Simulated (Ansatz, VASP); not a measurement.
# Cross-check of Al2O3 (Corundum) between VASP and Ansatz, part 2 of 2

Aim: how closely do two programs agree when they are given the same cell, functional and k mesh? The cell is taken from a series of runs on this material, whose earlier steps may have relaxed, scaled, displaced or heated it; both programs get it as it stands.

VASP 6.6.1 and Ansatz 0.2.0.

So far: The structure; Ansatz: relaxation of cell and atoms, r2SCAN.

### 3. VASP: relaxation of cell and atoms, r2SCAN

Level of this step: r2SCAN; plane waves and PAW (Al, O) (VASP).

The same cell, functional and mesh now go to VASP, with its own data sets.

Lines of VASP's logs that name or quote its potential files are left out, and so is its time.

File INCAR:

```
SYSTEM = Al2O3
PREC = Accurate
ENCUT = 660
EDIFF = 1E-07
NELM = 120
ISMEAR = 0
SIGMA = 0.01
LREAL = .FALSE.
ALGO = Normal
METAGGA = R2SCAN
LASPH = .TRUE.
NBANDS = 34
LORBIT = 11
LWAVE = .FALSE.
LCHARG = .FALSE.
ISIF = 3
IBRION = 2
NSW = 80
EDIFFG = -0.005
GGA_COMPAT = .FALSE.
NELMIN = 4
EFERMI = MIDGAP
LMIXTAU = .TRUE.
KPAR = 2
```

File POSCAR:

```
Al2O3
1.0
    2.3788980000      1.3734570000      4.3308760000
   -2.3788980000      1.3734570000      4.3308760000
    0.0000000000     -2.7469140000      4.3308760000
Al O
4 6
Direct
    0.3518498336      0.3518498336      0.3518498336
    0.1481501664      0.1481501664      0.1481501664
    0.6481501664      0.6481501664      0.6481501664
    0.8518498336      0.8518498336      0.8518498336
    0.5563010688      0.9436989312      0.2500000000
    0.2499999950      0.5563010638      0.9436989412
    0.9436989362      0.2500000050      0.5563010588
    0.4436989312      0.0563010688      0.7500000000
    0.7500000050      0.4436989362      0.0563010588
    0.0563010638      0.7499999950      0.4436989412
```

File KPOINTS:

```
Automatic mesh
0
Gamma
6 6 6
0 0 0
```

The projector-augmented-wave data sets are Al and O (PBE family, release 64).

Launch:

```
$ mpirun -np 2 vasp_std
```

Numbers of over 12 decimals in the logs are rounded to 6 here.

Output:

```text
[banner, memory and clock lines left out]
running    2 mpi-ranks, on    1 nodes
 distrk:  each k-point on    1 cores,    2 groups
 distr:  one band on    1 cores,    1 groups

 POSCAR found type information on POSCAR AlO
 POSCAR found :  2 types and      10 ions
|                                                                             |
|               ----> ADVICE to this user running VASP <----                  |
|                                                                             |
|     You enforced a specific xc type in the INCAR file but a different       |
|     [... a line on the potential file left out ...]
|     I HOPE YOU KNOW WHAT YOU ARE DOING!                                     |
|                                                                             |

 LDA part: xc-table for (None), standard interpolation
 POSCAR, INCAR and KPOINTS ok, starting setup
 FFT: planning ... GRIDC
 FFT: planning ... GRID_SOFT
 FFT: planning ... GRID
 WAVECAR not read
 entering main loop
       N       E                     dE             d eps       ncg     rms          rms(c)
DAV:   1     0.251806219788E+03    0.25181E+03   -0.30253E+04  2176   0.168E+03
DAV:   2    -0.101637286319E+03   -0.35344E+03   -0.34012E+03  2790   0.331E+02
DAV:   3    -0.117655891385E+03   -0.16019E+02   -0.15954E+02  2798   0.716E+01
DAV:   4    -0.117792726687E+03   -0.13684E+00   -0.13675E+00  2712   0.748E+00
DAV:   5    -0.117794383909E+03   -0.16572E-02   -0.16570E-02  2752   0.838E-01    0.176E+01
DAV:   6    -0.980979041389E+02    0.19696E+02   -0.18610E+01  2648   0.217E+01    0.734E+00
DAV:   7    -0.952752343762E+02    0.28227E+01   -0.22979E+00  2454   0.112E+01    0.386E+00
DAV:   8    -0.103410191805E+03   -0.81350E+01   -0.19592E+00  2270   0.907E+00    0.181E+00
DAV:   9    -0.954542607996E+02    0.79559E+01   -0.15164E+00  2224   0.783E+00    0.641E-01
DAV:  10    -0.960333624600E+02   -0.57910E+00   -0.12203E-01  2368   0.280E+00    0.536E-01
DAV:  11    -0.960444528318E+02   -0.11090E-01   -0.95903E-04  2764   0.201E-01    0.534E-01
DAV:  12    -0.960024383762E+02    0.42014E-01   -0.84334E-04  2472   0.235E-01    0.499E-01
DAV:  13    -0.963056043090E+02   -0.30317E+00   -0.10197E-01  2216   0.262E+00    0.288E-01
DAV:  14    -0.963110903237E+02   -0.54860E-02   -0.34682E-03  2790   0.475E-01    0.244E-01
[...]
DAV:  24    -0.963112842654E+02   -0.59928E-06   -0.16171E-06  2642   0.848E-03    0.497E-03
DAV:  25    -0.963112876136E+02   -0.33482E-05   -0.52090E-07  2236   0.683E-03    0.612E-03
DAV:  26    -0.963112874566E+02    0.15702E-06   -0.29163E-07  2232   0.378E-03    0.489E-03
DAV:  27    -0.963112855751E+02    0.18815E-05   -0.45525E-08  1228   0.164E-03    0.178E-03
DAV:  28    -0.963112849520E+02    0.62311E-06   -0.11963E-08  1172   0.804E-04    0.767E-04
DAV:  29    -0.963112847178E+02    0.23414E-06   -0.12749E-09  1160   0.290E-04    0.360E-04
DAV:  30    -0.963112845320E+02    0.18585E-06   -0.27303E-10  1160   0.134E-04    0.437E-05
DAV:  31    -0.963112844762E+02    0.55742E-07   -0.32908E-11  1160   0.420E-05
   1 F= -.96311284E+02 E0= -.96311284E+02  d E =-.963113E+02
[...]
2 F= -.96311482E+02 E0= -.96311482E+02  d E =-.197199E-03
[...]
3 F= -.96311924E+02 E0= -.96311924E+02  d E =-.639988E-03
 curvature:  -0.25 expect dE=-0.108E-04 dE for cont linesearch -0.855E-05
 ZBRENT: interpolating
 opt :   0.5035  next Energy=   -96.311933 (dE=-0.649E-03)
 bond charge predicted
       N       E                     dE             d eps       ncg     rms          rms(c)
DAV:   1    -0.963119668676E+02   -0.42371E-04   -0.70717E-04  2580   0.182E-01    0.429E-02
DAV:   2    -0.963119251844E+02    0.41683E-04   -0.10915E-04  2628   0.607E-02    0.814E-03
DAV:   3    -0.963119227881E+02    0.23963E-05   -0.52948E-06  2382   0.143E-02    0.260E-03
DAV:   4    -0.963119217111E+02    0.10769E-05   -0.11045E-06  2248   0.929E-03    0.142E-03
DAV:   5    -0.963119215603E+02    0.15084E-06   -0.60203E-07  2216   0.692E-03    0.232E-04
DAV:   6    -0.963119215062E+02    0.54116E-07   -0.81680E-08  1576   0.295E-03
   4 F= -.96311922E+02 E0= -.96311922E+02  d E =-.637030E-03
 curvature:  -0.25 expect dE=-0.188E-05 dE for cont linesearch -0.396E-07
 trial: gam= 0.01204 g(F)=  0.315E-05 g(S)=  0.430E-05 ort =-0.184E-04 (trialstep = 0.901E+00)
 search vector abs. value=  0.733E-05
 reached required accuracy - stopping structural energy minimisation
```

From OUTCAR (step 3):

```text
ion  position               nearest neighbor table
   1  0.352  0.352  0.352-   9 1.86   8 1.86  10 1.86   7 1.97   6 1.97   5 1.97   2 2.65   3 2.79
                             3 2.79   3 2.79   2 3.22   2 3.22   2 3.22
   2  0.148  0.148  0.148-  10 1.86   8 1.86   9 1.86   7 1.97   6 1.97   5 1.97   1 2.65   4 2.79
                             4 2.79   4 2.79   1 3.22   1 3.22   1 3.22
   3  0.648  0.648  0.648-   6 1.86   5 1.86   7 1.86   9 1.97  10 1.97   8 1.97   4 2.65   1 2.79
                             1 2.79   1 2.79   4 3.22   4 3.22   4 3.22
   4  0.852  0.852  0.852-   7 1.86   5 1.86   6 1.86   9 1.97  10 1.97   8 1.97   3 2.65   2 2.79
                             2 2.79   2 2.79   3 3.22   3 3.22   3 3.22
   5  0.556  0.944  0.250-   3 1.86   4 1.86   1 1.97   2 1.97
   6  0.250  0.556  0.944-   3 1.86   4 1.86   1 1.97   2 1.97
   7  0.944  0.250  0.556-   4 1.86   3 1.86   1 1.97   2 1.97
   8  0.444  0.056  0.750-   1 1.86   2 1.86   3 1.97   4 1.97
   9  0.750  0.444  0.056-   1 1.86   2 1.86   3 1.97   4 1.97
  10  0.056  0.750  0.444-   2 1.86   1 1.86   3 1.97   4 1.97

  LATTYP: Found a trigonal (rhomboedric) cell.
 ALAT       =     5.1285501609
 COS(alpha) =     0.5696791165

 Subroutine GETGRP returns: Found 12 space group operations
 (whereof  6 operations were pure point group operations)

The static configuration has the point symmetry S_6 .
 The point group associated with its full space group is D_3d.

 Found     32 irreducible k-points:

   k-points           NKPTS =     32   k-points in BZ     NKDIM =     32   number of bands    NBANDS=     34

   dimension x,y,z NGX =    48 NGY =   48 NGZ =   48
   dimension x,y,z NGXF=    96 NGYF=   96 NGZF=   96

   ENCUT  =  660.0 eV  48.51 Ry    6.96 a.u.  10.74 10.74 10.74*2*pi/ulx,y,z

   NELECT =      48.0000    total number of electrons

 k-points in reciprocal lattice and weights: Automatic mesh
   0.00000000  0.00000000  0.00000000       0.005
   0.16666667  0.00000000 -0.00000000       0.028
   0.33333333 -0.00000000 -0.00000000       0.028
   0.50000000 -0.00000000  0.00000000       0.014
   0.16666667  0.16666667 -0.00000000       0.028
   0.33333333  0.16666667 -0.00000000       0.056
   0.50000000  0.16666667 -0.00000000       0.056
  -0.33333333  0.16666667  0.00000000       0.056
  -0.16666667  0.16666667  0.00000000       0.028
[...]
-0.33333333  0.50000000  0.33333333       0.028
   0.50000000  0.50000000  0.50000000       0.005

 average (electrostatic) potential at core
       1 -74.3950       2 -74.3950       3 -74.3950       4 -74.3950       5 -70.7443
       6 -70.7443       7 -70.7443       8 -70.7443       9 -70.7443      10 -70.7443

 E-fermi :   9.3747

 k-point     1 :       0.0000    0.0000    0.0000
  band No.  band energies     occupation
    ...
     20       5.2483      2.00000
     21       5.2483      2.00000
     22       5.7249      2.00000
     23       5.7249      2.00000
     24       5.7714      2.00000
     25      12.9779      0.00000
     26      15.9204      0.00000
     27      17.7782      0.00000
     28      18.3974      0.00000
     29      18.3974      0.00000
    ...

 k-point     2 :       0.1667    0.0000   -0.0000
  band No.  band energies     occupation
    ...
     20       4.8879      2.00000
     21       5.0568      2.00000
     22       5.4147      2.00000
     23       5.6815      2.00000
     24       5.7142      2.00000
     25      13.6045      0.00000
     26      16.4415      0.00000
     27      17.2641      0.00000
     28      18.0006      0.00000
     29      18.1289      0.00000
    ...

 k-point     3 :       0.3333   -0.0000   -0.0000
  band No.  band energies     occupation
    ...
     20       4.3656      2.00000
     21       4.8906      2.00000
     22       5.2009      2.00000
     23       5.5275      2.00000
     24       5.5719      2.00000
     25      14.9418      0.00000
     26      16.6866      0.00000
     27      16.9671      0.00000
     28      17.3953      0.00000
     29      17.7260      0.00000
    ...

  Total        0.0161026      0.0161026     -0.0193249     -0.0000000      0.0000000      0.0000000
  in kB        0.3047201      0.3047200     -0.3656992     -0.0000000      0.0000000      0.0000000
  external PRESSURE =       0.0812470 kB  Pullay stress =       0.0000000 kB

  energy-cutoff  :      660.00
  volume of cell :       84.67
      direct lattice vectors                 reciprocal lattice vectors
     2.376733234  1.372207173  4.326666629     0.210372789  0.121458822  0.077041603
    -2.376733234  1.372207173  4.326666629    -0.210372789  0.121458822  0.077041603
     0.000000000 -2.744414345  4.326666629     0.000000000 -0.242917644  0.077041603

 POSITION                                       TOTAL-FORCE (eV/Angst)
 -----------------------------------------------------------------------------------
      0.00000      0.00000      4.56687         0.000000      0.000000     -0.003866
      0.00000      0.00000      1.92313         0.000000      0.000000      0.003866
      0.00000      0.00000      8.41313         0.000000      0.000000      0.003866
      0.00000      0.00000     11.05687         0.000000     -0.000000     -0.003866
     -0.92090      1.37221      7.57167         0.000968      0.000000     -0.000000
     -0.72792     -1.48363      7.57167        -0.000484      0.000838     -0.000000
      1.64882      0.11142      7.57167        -0.000484     -0.000838     -0.000000
      0.92090     -1.37221      5.40833        -0.000968     -0.000000     -0.000000
      0.72792      1.48363      5.40833         0.000484     -0.000838     -0.000000
     -1.64882     -0.11142      5.40833         0.000484      0.000838     -0.000000
 -----------------------------------------------------------------------------------
    total drift:                               -0.000000      0.000000      0.000000

  FREE ENERGIE OF THE ION-ELECTRON SYSTEM (eV)
  ---------------------------------------------------
  free  energy   TOTEN  =       -96.3119215062 eV

  energy  without entropy=      -96.3119215062  energy(sigma->0) =      -96.31192151

 reached required accuracy - stopping structural energy minimisation

 total charge
# of ion       s       p       d       tot
------------------------------------------
    1        0.304   0.404   0.000   0.708
    2        0.304   0.404   0.000   0.708
    3        0.304   0.404   0.000   0.708
    4        0.304   0.404   0.000   0.708
    5        1.549   3.682   0.000   5.230
    6        1.549   3.682   0.000   5.230
    7        1.549   3.682   0.000   5.230
    8        1.549   3.682   0.000   5.230
    9        1.549   3.682   0.000   5.230
   10        1.549   3.682   0.000   5.230
--------------------------------------------------
tot         10.507  23.706   0.000  34.214

[... 3 further parts left out ...]
```

### 4. Side by side

Known differences besides the potentials themselves: VASP keeps PBE cores, Ansatz makes them for the functional; fixed occupations in Ansatz, narrow Gaussian smearing in VASP; the cutoff is 500 eV in Ansatz and 660 eV in VASP; Ansatz adds a Pulay correction to the stress that steers its cell, VASP none. Total energies have different zeros and are not compared.

Both answers:

```csv
quantity,Ansatz,VASP,difference
volume (Å³),84.90,84.67,+0.28 %
"edge a after relaxation, in the typed setting (Å)",5.128,5.124,+0.09 %
```

### 5. Summary of results

* difference in volume (relaxation of cell and atoms, r2SCAN): 0.28 %

In words: The difference in volume is 0.28 % (relaxation of cell and atoms, r2SCAN), within the 1.2 % picked in this series as the mark of a large difference, as far as the stopping tolerances let one tell. Such differences can come from data sets, numerical settings and the points named under the comparisons, not from the functional's error against experiment.

[Lines on the potential files, build, host, timing and source positions are cut from VASP's logs without a mark.]

[Logs are printed without paths, hosts, clocks, repeated set-up lines and the standing remarks that a program may print on its own settings, such as how far it seeks lower states.]

[Hosts, paths, dates, database ids (printed as entryN), source tags and the programs' standing remarks are cut or masked in the printed files.]
